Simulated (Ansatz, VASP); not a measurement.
## Zr2COF (Zr2COF MXene monolayer) in two plane-wave programs

Wanted: the spread between two codes on one cell, functional and k mesh. The cell is taken from a series of runs on this material, whose earlier steps may have relaxed, scaled, displaced or heated it; both programs get it as it stands.

Calculated with Ansatz 0.2.0; plane waves, with VASP 6.6.1 beside it; single point at PBE with D3(BJ).

## (1) Starting point

The cell holds 5 atoms: 1 F, 2 Zr, 1 C and 1 O. Cell: a = 3.274 Å, b = 3.274 Å, c = 22.949 Å, α = 90.0°, β = 90.0°, γ = 120.0°. Vacuum lies along c.

## (2) Ansatz: single point, PBE with D3(BJ)

Ansatz runs on its PAW soft_1 files.

A single point gives forces, pressure and levels at one fixed geometry, so differences don't come from the geometry; what else differs is listed under the comparison.

Input file input.yaml:

```yaml
crystal:
  lattice:
    - [3.2735340692, 0.0, 0.0]
    - [-1.6367670346, 2.8349636641, 0.0]
    - [0.0, 0.0, 22.9488528136]
  atoms:
    - { symbol: F, position: [0.3333333333, 0.6666666667, 0.3921764662] }
    - { symbol: Zr, position: [0.6666666667, 0.3333333333, 0.4498985972] }
    - { symbol: C, position: [0.0, 0.0, 0.5035986337] }
    - { symbol: Zr, position: [0.3333333333, 0.6666666667, 0.565847306] }
    - { symbol: O, position: [0.6666666667, 0.3333333333, 0.6078235338] }
kpoints:
  mp_grid: { grid: [18, 18, 1] }
  band_path:
    path: [[0, 0, 0], [0.5, 0, 0], [0.33333333, 0.33333333, 0], [0, 0, 0]]
    npoints: 16
hamiltonian:
  xc: pbe
  dispersion: d3bj
  pseudopotentials: { kind: paw, azcp: { folder: soft_1 } }
scf:
  occupations: { method: fermi_dirac, width: 0.02585 }
  convergence: { dr2_threshold: 1.0e-10 }
efield:
  axis: 3
  dipole_correction: true
  ramp_position: 0.97
  ramp_width: 0.06
  amplitude: 0
output:
  dos: { projected: true, e_range: [-6, 5] }
  write_potential: true
  write_density: true
  volumetric_format: npy
  elf: true
```

Command:

```sh
ansatz run input.yaml --threads 2 --pin off --max-ram 3072MiB --backend cpu --events-out ev --progress --plain --runs-dir out
```

Numbers of over 12 decimals in the logs are rounded to 6 here.

Output:

```text
Engine: ansatz 0.2.0, aarch64-unknown-linux-gnu
Pseudopotentials: kind: paw
Pseudopotential: F, paw, valence charge 7, recommended cutoff 420 eV (normal), soft_1/F.paw.azcp
Pseudopotential: Zr, paw, valence charge 12, recommended cutoff 420 eV (normal), soft_1/Zr.paw.azcp
Pseudopotential: C, paw, valence charge 4, recommended cutoff 420 eV (normal), soft_1/C.paw.azcp
Pseudopotential: O, paw, valence charge 6, recommended cutoff 420 eV (normal), soft_1/O.paw.azcp
Functional definition: PBE
  parameter kappa = 0.804
  parameter beta = 0.066725
  exchange = pbe_x(kappa = kappa, mu = beta*pi^2/3)
  correlation = pbe_c(beta = beta)
Crystal: 5 atoms, lattice volume = 212.973 Å³
Basis set: ecut = 420 eV, 4229 PW (Γ)
Bands: 26, of which v1, the nominal top of the filled ones, is band 21 counted from 1 (20 counted from 0)
Symmetry: 6 space group operations
Space group: P3m1 (ITA 156), of the structure as read, at distance tolerance 6.0e-5 Å
k-points: 37 of 324 (time reversal used)
Non-local potential: F, projectors of the file, l = 0: 2, l = 1: 2, l = 2: 1
Non-local potential: Zr, projectors of the file, l = 0: 3, l = 1: 2, l = 2: 2, l = 3: 1
Non-local potential: C, projectors of the file, l = 0: 2, l = 1: 2, l = 2: 1
Non-local potential: O, projectors of the file, l = 0: 2, l = 1: 2, l = 2: 1
PAW form: soft (Blöchl's): semilocal exchange-correlation on the pseudo side does not see the compensation charge
PAW one-centre angular grid: F, 110 points (default); XC on 64 Gauss nodes
PAW one-centre angular grid: Zr, 590 points (default); XC on 64 Gauss nodes
PAW one-centre angular grid: C, 110 points (default); XC on 64 Gauss nodes
PAW one-centre angular grid: O, 110 points (default); XC on 64 Gauss nodes
Initial density: superposition of atomic densities (neutral atoms: chi_scale 0, normalization atom)
Initial wavefunctions: pseudopotential atomic-orbital guess
Functional: x = pbe(κ = 0.804, μ = 0.219515), c = pbe(β = 0.066725)
SCF iter   1: F=—  HF=-10007.116886 eV  |F-HF|=—  |Δ(HF+E_count)|=         —  Δρ=8.45e-2  dr2=2.41e1  ethr=3.10e-3  p=-0.000 e·Å  D=-3.56e-7 V/Å  ΔV_dip=0.00 eV  dr2_dipole=5.76e-1  V_vac-E_F(+/−)=7.93/7.93 eV  ⟨swp⟩=9.2  Hψ=5467  notcnv=0
efield: sawtooth ramp at fractional position 0.9700 (set: `efield.ramp_position`, or a place that a band, a saddle search or an elastic batch's reference lends), width 0.0600; the density the first Hamiltonian is built on has a dipole p = -0.000 e·Å; the dipole correction subtracts the counter field D = -3.56e-7 V/Å, which shifts the + side's vacuum level by +0.00 eV against the − side's; the planar-averaged density in the ramp window peaks in size at 7.3e-7 e/Å³
preconditioner: auto → LDOS  [metal: Δε(μ)=0.015 eV  Ē_g=10.624 eV  σ=0.026 eV  W_gap=0.14  n_scr=14 (ndim 8)  ℏωp=12.2 eV  f_vac=0.652  D(μ)=1.50/eV (n_scr^D=8)  β→1.0]
SCF iter   2: F=—  HF=-10007.125721 eV  |F-HF|=—  |Δ(HF+E_count)|=   8.83e-3  Δρ=1.01e-1  dr2=2.68e1  ethr=3.10e-3  p=-0.038 e·Å  D=-3.25e-2 V/Å  ΔV_dip=0.75 eV  dr2_dipole=4.92e-4  V_vac-E_F(+/−)=2.39/1.64 eV  ⟨swp⟩=6.7  Hψ=3356  notcnv=0  defer=46
SCF iter   3: F=—  HF=-10001.291085 eV  |F-HF|=—  |Δ(HF+E_count)|=    5.83e0  Δρ=1.47e-2  dr2=5.99e-1  ethr=3.10e-3  p=-0.029 e·Å  D=-2.46e-2 V/Å  ΔV_dip=0.56 eV  dr2_dipole=9.64e-2  V_vac-E_F(+/−)=4.86/4.30 eV  ⟨swp⟩=5.6  Hψ=3004  notcnv=0  defer=28
SCF iter   4: F=—  HF=-10001.262342 eV  |F-HF|=—  |Δ(HF+E_count)|=   2.87e-2  Δρ=7.47e-3  dr2=1.20e-1  ethr=1.46e-3  p=-0.079 e·Å  D=-6.72e-2 V/Å  ΔV_dip=1.54 eV  dr2_dipole=1.35e-4  V_vac-E_F(+/−)=4.93/3.39 eV  ⟨swp⟩=3.5  Hψ=1954  notcnv=0  defer=36
SCF iter   5: F=—  HF=-10001.227339 eV  |F-HF|=—  |Δ(HF+E_count)|=   3.50e-2  Δρ=1.90e-3  dr2=8.40e-3  ethr=2.93e-4  p=-0.075 e·Å  D=-6.35e-2 V/Å  ΔV_dip=1.46 eV  dr2_dipole=2.68e-4  V_vac-E_F(+/−)=5.08/3.62 eV  ⟨swp⟩=3.3  Hψ=1950  notcnv=0  defer=34
SCF iter   6: F=—  HF=-10001.225800 eV  |F-HF|=—  |Δ(HF+E_count)|=   1.54e-3  Δρ=7.92e-4  dr2=3.38e-3  ethr=2.05e-5  p=-0.078 e·Å  D=-6.60e-2 V/Å  ΔV_dip=1.51 eV  dr2_dipole=5.49e-4  V_vac-E_F(+/−)=5.22/3.71 eV  ⟨swp⟩=3.8  Hψ=2396  notcnv=0  defer=34
SCF iter   7: F=—  HF=-10001.225395 eV  |F-HF|=—  |Δ(HF+E_count)|=   4.05e-4  Δρ=2.61e-4  dr2=5.36e-4  ethr=8.23e-6  p=-0.079 e·Å  D=-6.72e-2 V/Å  ΔV_dip=1.54 eV  dr2_dipole=1.01e-4  V_vac-E_F(+/−)=5.23/3.69 eV  ⟨swp⟩=2.6  Hψ=1273  notcnv=0  defer=34
SCF iter   8: F=—  HF=-10001.225338 eV  |F-HF|=—  |Δ(HF+E_count)|=   5.73e-5  Δρ=7.41e-5  dr2=2.15e-5  ethr=1.31e-6  p=-0.081 e·Å  D=-6.85e-2 V/Å  ΔV_dip=1.57 eV  dr2_dipole=2.04e-6  V_vac-E_F(+/−)=5.24/3.66 eV  ⟨swp⟩=2.5  Hψ=1420  notcnv=0  defer=34
SCF iter   9: F=—  HF=-10001.225340 eV  |F-HF|=—  |Δ(HF+E_count)|=   2.85e-6  Δρ=1.87e-5  dr2=1.07e-6  ethr=5.25e-8  p=-0.081 e·Å  D=-6.85e-2 V/Å  ΔV_dip=1.57 eV  dr2_dipole=1.52e-7  V_vac-E_F(+/−)=5.23/3.66 eV  ⟨swp⟩=2.1  Hψ=1353  notcnv=0  defer=34
SCF iter  10: F=—  HF=-10001.225249 eV  |F-HF|=—  |Δ(HF+E_count)|=   9.10e-5  Δρ=5.06e-6  dr2=4.75e-8  ethr=2.61e-9  p=-0.081 e·Å  D=-6.85e-2 V/Å  ΔV_dip=1.57 eV  dr2_dipole=1.82e-9  V_vac-E_F(+/−)=5.23/3.66 eV  ⟨swp⟩=2.6  Hψ=1714  notcnv=0  defer=34
SCF iter  11: F=—  HF=-10001.225249 eV  |F-HF|=—  |Δ(HF+E_count)|=   1.80e-8  Δρ=1.34e-6  dr2=3.65e-9  ethr=1.16e-10  p=-0.081 e·Å  D=-6.85e-2 V/Å  ΔV_dip=1.57 eV  dr2_dipole=1.07e-10  V_vac-E_F(+/−)=5.23/3.66 eV  ⟨swp⟩=2.1  Hψ=1699  notcnv=0  defer=34
SCF iter  12: F=—  HF=-10001.225249 eV  |F-HF|=—  |Δ(HF+E_count)|=   1.55e-9  Δρ=3.63e-7  dr2=2.97e-10  ethr=8.90e-12  p=-0.081 e·Å  D=-6.85e-2 V/Å  ΔV_dip=1.57 eV  dr2_dipole=1.17e-12  V_vac-E_F(+/−)=5.23/3.66 eV  ⟨swp⟩=2.1  Hψ=1615  notcnv=0  defer=34
SCF iter  13: F=-10001.225249 eV  HF=-10001.225249 eV  |F-HF|=4.73e-11  |Δ(HF+E_count)|=  3.38e-10  Δρ=1.66e-7  dr2=8.91e-11  ethr=1.00e-12  p=-0.081 e·Å  D=-6.85e-2 V/Å  ΔV_dip=1.57 eV  dr2_dipole=5.77e-12  V_vac-E_F(+/−)=5.23/3.66 eV  ⟨swp⟩=13.6  Hψ=4500  notcnv=0
SCF 1 converged in 13 iterations: F = -10001.225249 eV  dr2 = 8.91e-11
  greatest PAW one-centre occupation: 0.997 electrons in one spin orbital (limit 2), on the Zr atom at site 3 (counted from 0), in its partial waves of l = 0
NSCF: frozen V_eff on 49 k-points
efield: sawtooth ramp at fractional position 0.9700 (kept from the solve that this one continues, or follows in the run), width 0.0600; the density the first Hamiltonian is built on has a dipole p = -0.081 e·Å; the dipole correction subtracts the counter field D = -6.85e-2 V/Å, which shifts the + side's vacuum level by +1.57 eV against the − side's; the planar-averaged density in the ramp window peaks in size at 7.5e-7 e/Å³
WARN: The output density's exchange-correlation potential varies sharply where the density is thin. Do not read a vacuum level from v_tot or v_xc, or from such a field of the output density. On a cell that repeats whose density bears no net charge and no dipole along the vacuum's axis use v_es (v_loc + v_h of the components); under efield.dipole_correction with no amplitude use v_es + v_field, which holds any externa [...]
SCF converged after 13 iterations
Free energy (F): -10001.225249 eV
Harris-Foulkes:  -10001.225249 eV  (|F-HF|=4.73e-11)
Internal energy: -10001.220834 eV  (E = F + TS)
E sigma→0 (E₀):  -10001.223042 eV
Entropy (-TS):   -0.004416 eV (-0.883 meV/atom)
Fermi energy:    0.954120 eV
Dipole field:    D = -0.068516 V/Å  (p = -0.080641 e·Å, saw-weighted, corrected)
Work function:   Φ+ = 5.2319 eV   Φ− = 3.6596 eV
Levels:          The Fermi level and band energies are counted from a zero that moves with the ramp; work functions are not
--- Per-component energies (eV) ---
  E_band       = -691.095991
  E_kinetic    = 1087.651398
  E_local      = -35485.089929  (includes V_loc(G=0)·N_el)
  E_nonlocal   = 309.351152
  E_hartree    = 17162.753845
  E_xc         = -508.129727
  E_vxc        = -617.751887  (∫ρ·V_xc dr)
  E_paw        = -6394.107692  (= ΣΔE_a)
  E_vpaw       = -310.921507  (= ΣTr[D̂ρ^β])
  E_aug_tail   = 0.001430  (compensation charges beyond the density's cutoff)
  E_efield     = 0.002763  (sawtooth field / dipole correction)
  E_vefield    = 0.155721  (∫n·V_field dr)
  E_ewald      = 13827.380359
  E_disp       = -1.034432  (pairwise vdW)
  E_smearing   = -0.004416  (= −TS)
  E_closure    = 0.000000  (closes the sum)
  Σ components = -10001.225249   (vs F -10001.225249, Δ=0.00e0)
--- Band table (eV; the first three rows and the last of 37) ---
  k-point 0: bands = [... 17 lower, -2.1744, -1.1780, -1.1780, 1.7186, 1.7186, 1.9467, 3.0393, 3.5243, ... 1 higher]
  k-point 1: bands = [... 17 lower, -2.1391, -1.2936, -1.2066, 1.5813, 1.7630, 2.0263, 3.0025, 3.5746, ... 1 higher]
  k-point 2: bands = [... 17 lower, -2.0932, -1.5585, -1.2812, 1.3334, 1.9011, 2.0893, 3.0094, 3.7043, ... 1 higher]
  k-point 36: bands = [... 17 lower, -2.6304, -2.3434, -2.1536, 1.7817, 2.5787, 2.9003, 3.9027, 3.9277, ... 1 higher]
```

Reading the cycles: dr2 is the Hartree energy of the density residual (eV), the measure of convergence; HF is the Harris–Foulkes estimate of the energy, which meets the free energy F at convergence.

## (3) VASP: single point, PBE with D3(BJ)

The same cell, functional, mesh and smearing now go to VASP, with its own data sets.

Lines of VASP's logs that name or quote its potential files are left out, and so is its time.

Input file INCAR:

```
SYSTEM = Zr2COF
PREC = Accurate
ENCUT = 520
EDIFF = 1E-06
NELM = 120
ISMEAR = -1
SIGMA = 0.02585
LREAL = .FALSE.
ALGO = Normal
GGA = PE
IVDW = 12
NBANDS = 26
LASPH = .TRUE.
LORBIT = 11
LWAVE = .FALSE.
LCHARG = .FALSE.
ISIF = 2
LDIPOL = .TRUE.
IDIPOL = 3
DIPOL = 0.5 0.5 0.504
LVHAR = .TRUE.
GGA_COMPAT = .FALSE.
NELMDL = -8
KPAR = 2
```

Input file POSCAR:

```
Zr2COF
1.0
    3.2735340692      0.0000000000      0.0000000000
   -1.6367670346      2.8349636641      0.0000000000
    0.0000000000      0.0000000000     22.9488528136
F Zr C O
1 2 1 1
Direct
    0.3333333333      0.6666666667      0.3921764662
    0.6666666667      0.3333333333      0.4498985972
    0.3333333333      0.6666666667      0.5658473060
    0.0000000000      0.0000000000      0.5035986337
    0.6666666667      0.3333333333      0.6078235338
```

Input file KPOINTS:

```
Automatic mesh
0
Gamma
18 18 1
0 0 0
```

PAW data sets: F, Zr_sv, C and O (PBE family, release 64).

Command:

```sh
mpirun -np 2 vasp_std
```

Output:

```text
[banner, memory and clock lines left out]
running    2 mpi-ranks, on    1 nodes
 distrk:  each k-point on    1 cores,    2 groups
 distr:  one band on    1 cores,    1 groups

 POSCAR found type information on POSCAR F ZrC O
 POSCAR found :  4 types and       5 ions
 LDA part: xc-table for (Slater+PW92), standard interpolation
 POSCAR, INCAR and KPOINTS ok, starting setup
 FFT: planning ... GRIDC
 FFT: planning ... GRID_SOFT
 FFT: planning ... GRID
 WAVECAR not read
 entering main loop
       N       E                     dE             d eps       ncg     rms          rms(c)
DAV:   1     0.426405053507E+03    0.42641E+03   -0.20591E+04  2188   0.133E+03
DAV:   2    -0.627256031637E+01   -0.43268E+03   -0.42612E+03  2394   0.382E+02
DAV:   3    -0.501660494478E+02   -0.43893E+02   -0.43605E+02  2844   0.113E+02
DAV:   4    -0.528302498537E+02   -0.26642E+01   -0.26590E+01  3188   0.249E+01
DAV:   5    -0.529511221280E+02   -0.12087E+00   -0.12086E+00  2840   0.369E+00
DAV:   6    -0.529531002670E+02   -0.19781E-02   -0.19781E-02  2836   0.604E-01
DAV:   7    -0.529531842320E+02   -0.83965E-04   -0.83964E-04  2960   0.893E-02
DAV:   8    -0.529531856904E+02   -0.14584E-05   -0.14584E-05  2638   0.152E-02    0.309E+01
DAV:   9    -0.443516348778E+02    0.86016E+01   -0.62306E+01  2304   0.436E+01    0.122E+01
DAV:  10    -0.442715879186E+02    0.80047E-01   -0.89851E+00  2688   0.162E+01    0.684E+00
DAV:  11    -0.441814150118E+02    0.90173E-01   -0.48866E+00  2976   0.117E+01    0.181E+00
DAV:  12    -0.440549766490E+02    0.12644E+00   -0.11449E+00  2632   0.488E+00    0.617E-01
DAV:  13    -0.440531155678E+02    0.18611E-02   -0.63067E-02  2406   0.147E+00    0.408E-01
DAV:  14    -0.440493809161E+02    0.37347E-02   -0.83631E-03  2938   0.573E-01    0.213E-01
[...]
DAV:  20    -0.440478308909E+02   -0.15638E-03   -0.92612E-06  2422   0.149E-02    0.406E-03
DAV:  21    -0.440480400719E+02   -0.20918E-03   -0.94743E-06  2084   0.118E-02    0.273E-03
DAV:  22    -0.440481018330E+02   -0.61761E-04   -0.28120E-06  1926   0.610E-03    0.102E-03
DAV:  23    -0.440481258708E+02   -0.24038E-04   -0.12458E-06  1852   0.362E-03    0.813E-04
DAV:  24    -0.440481324479E+02   -0.65771E-05   -0.28149E-07  1700   0.175E-03    0.339E-04
DAV:  25    -0.440481357224E+02   -0.32745E-05   -0.23658E-07  1858   0.146E-03    0.246E-04
DAV:  26    -0.440481368921E+02   -0.11697E-05   -0.59581E-08  1616   0.937E-04    0.144E-04
DAV:  27    -0.440481375568E+02   -0.66470E-06   -0.25829E-08  1600   0.557E-04
   1 F= -.45082450E+02 E0= -.45080236E+02  d E =-.442749E-02
```

Parts of OUTCAR (step 3):

```text
ion  position               nearest neighbor table
   1  0.333  0.667  0.392-   2 2.31   2 2.31   2 2.31
   2  0.667  0.333  0.450-   4 2.26   4 2.26   4 2.26   1 2.31   1 2.31   1 2.31   3 3.26   3 3.26
                             3 3.26
   3  0.333  0.667  0.566-   5 2.12   5 2.12   5 2.12   4 2.37   4 2.37   4 2.37   2 3.26   2 3.26
                             2 3.26
   4  0.000  0.000  0.504-   2 2.26   2 2.26   2 2.26   3 2.37   3 2.37   3 2.37
   5  0.667  0.333  0.608-   3 2.12   3 2.12   3 2.12

  LATTYP: Found a hexagonal cell.
 ALAT       =     3.2735340692
 C/A-ratio  =     7.0104212538

 Subroutine GETGRP returns: Found  6 space group operations
 (whereof  6 operations were pure point group operations)

The static configuration has the point symmetry C_3v.

 Found     37 irreducible k-points:

   k-points           NKPTS =     37   k-points in BZ     NKDIM =     37   number of bands    NBANDS=     26

   dimension x,y,z NGX =    24 NGY =   24 NGZ =  180
   dimension x,y,z NGXF=    48 NGYF=   48 NGZF=  360

   ENCUT  =  520.0 eV  38.22 Ry    6.18 a.u.   6.09  6.09 42.67*2*pi/ulx,y,z

   NELECT =      41.0000    total number of electrons

 k-points in reciprocal lattice and weights: Automatic mesh
   0.00000000  0.00000000  0.00000000       0.003
   0.05555556  0.00000000  0.00000000       0.019
   0.11111111  0.00000000  0.00000000       0.019
   0.16666667  0.00000000  0.00000000       0.019
   0.22222222  0.00000000  0.00000000       0.019
   0.27777778  0.00000000  0.00000000       0.019
   0.33333333  0.00000000  0.00000000       0.019
   0.38888889  0.00000000  0.00000000       0.019
   0.44444444  0.00000000  0.00000000       0.019
[...]
0.33333333  0.27777778  0.00000000       0.037
   0.33333333  0.33333333  0.00000000       0.006

 dipolmoment           0.000000      0.000000      0.080198 electrons x Angstroem

 average (electrostatic) potential at core
       1 -82.6471       2 -84.9476       3 -84.5927       4 -54.6977       5 -76.2113

 E-fermi :  -0.4708

 k-point     1 :       0.0000    0.0000    0.0000
  band No.  band energies     occupation
    ...
     16      -5.5702      2.00000
     17      -5.5702      2.00000
     18      -3.5989      2.00000
     19      -2.6026      2.00000
     20      -2.6026      2.00000
     21       0.2927      0.00000
     22       0.2927      0.00000
     23       0.5231      0.00000
     24       1.6261      0.00000
     25       2.1006      0.00000
    ...

 k-point     2 :       0.0556    0.0000    0.0000
  band No.  band energies     occupation
    ...
     16      -5.5814      2.00000
     17      -5.5432      2.00000
     18      -3.5633      2.00000
     19      -2.7184      2.00000
     20      -2.6312      2.00000
     21       0.1560      0.00000
     22       0.3372      0.00000
     23       0.6016      0.00000
     24       1.5879      0.00000
     25       2.1510      0.00000
    ...

 k-point     3 :       0.1111    0.0000    0.0000
  band No.  band energies     occupation
    ...
     16      -5.5748      2.00000
     17      -5.4673      2.00000
     18      -3.5171      2.00000
     19      -2.9834      2.00000
     20      -2.7057      2.00000
     21      -0.0919      0.00000
     22       0.4754      0.00000
     23       0.6637      0.00000
     24       1.5931      0.00000
     25       2.2807      0.00000
    ...

 Edisp (eV)   -1.03431

  Total       0.05604     0.05604     0.01310    -0.00000     0.00000     0.00000
  in kB       0.42157     0.42157     0.09858    -0.00000     0.00000     0.00000
  external pressure =        0.31 kB  Pullay stress =        0.00 kB

  energy-cutoff  :      520.00
  volume of cell :      212.97
      direct lattice vectors                 reciprocal lattice vectors
     3.273534069  0.000000000  0.000000000     0.305480248  0.176369104  0.000000000
    -1.636767035  2.834963664  0.000000000     0.000000000  0.352738207  0.000000000
     0.000000000  0.000000000 22.948852814     0.000000000  0.000000000  0.043575163

 POSITION                                       TOTAL-FORCE (eV/Angst)
 -----------------------------------------------------------------------------------
     -0.00000      1.88998      9.00000        -0.000000      0.000000     -0.015768
      1.63677      0.94499     10.32466         0.000000     -0.000000     -0.009942
     -0.00000      1.88998     12.98555         0.000000      0.000000     -0.017593
      0.00000      0.00000     11.55701        -0.000000      0.000000      0.011083
      1.63677      0.94499     13.94885         0.000000     -0.000000      0.032220
 -----------------------------------------------------------------------------------
    total drift:                                0.000000      0.000000     -0.000472

  FREE ENERGIE OF THE ION-ELECTRON SYSTEM (eV)
  ---------------------------------------------------
  free  energy   TOTEN  =       -45.0824498571 eV

  energy  without entropy=      -45.0780223710  energy(sigma->0) =      -45.08023611

 vacuum level on the upper side and lower side of the slab         4.780         3.216

 total charge
# of ion       s       p       d       tot
------------------------------------------
    1        1.738   4.349   0.000   6.086
    2        2.171   6.011   1.664   9.846
    3        2.174   6.053   1.532   9.758
    4        0.878   1.533   0.000   2.411
    5        1.570   3.467   0.000   5.037
--------------------------------------------------
tot          8.530  21.412   3.196  33.139

[... 3 further parts left out ...]
```

This run has no spin polarisation. Its electron count is odd, so without a moment it is a metal by construction.

## (4) Differences

Known differences besides the potentials themselves: the cutoff is 420 eV in Ansatz and 520 eV in VASP. Total energies have different zeros and are not compared.

The two programs side by side:

```
                                   quantity  Ansatz  VASP  difference
 work function, lower of the two faces (eV)    3.66  3.69       -0.03
work function, higher of the two faces (eV)    5.23  5.25       -0.02
```

With vacuum in the cell, a pressure given here is an average over mostly empty space and none of the material.

## (5) Outcome

```json
{
 "difference in work function, lower of the two faces (single point, PBE with D3(BJ))": "-0.027 eV"
}
```

The difference in work function, lower of the two faces is -0.027 eV (single point, PBE with D3(BJ)). Such differences can come from data sets, numerical settings and the points named under the comparisons, not from the functional's error against experiment.

[Lines on the potential files, build, host, timing and source positions are cut from VASP's logs without a mark.]

[Logs are printed without paths, hosts, clocks, repeated set-up lines and the standing remarks that a program may print on its own settings, such as how far it seeks lower states.]

[Hosts, paths, dates, database ids (printed as entryN), source tags and the programs' standing remarks are cut or masked in the printed files.]
